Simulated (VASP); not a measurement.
Data:

```yaml
crystal:
  lattice:
    - [1.59267, -2.75859, 0.00000]
    - [1.59267, 2.75859, 0.00000]
    - [0.00000, 0.00000, 5.09885]
  atoms:
    - { symbol: Mg, position: [0.33333, 0.66667, 0.25000] }
    - { symbol: Mg, position: [0.66667, 0.33333, 0.75000] }
```

The numbers are results of r2SCAN meta-GGA, VASP's PBE PAW potentials (set 64) (plane waves; VASP), not measurements. Settings: 520 eV cut-off, 15×15×8 Γ-centred mesh, tetrahedra with Blöchl corrections, potentials Mg.

Task: The job: Mg (hcp), 2 atoms, r2SCAN, static run, 520 eV, 15×15×8 Γ-centred mesh. Roughly how much core time does it take on a busy server core?

Result: About 4 core-minutes (one run on a shared machine, a rough figure). It had 135 irreducible k-points, 6 bands, up to 1224 plane waves and 17 electronic steps.

The compound is Mg in the hcp structure. It was relaxed first.
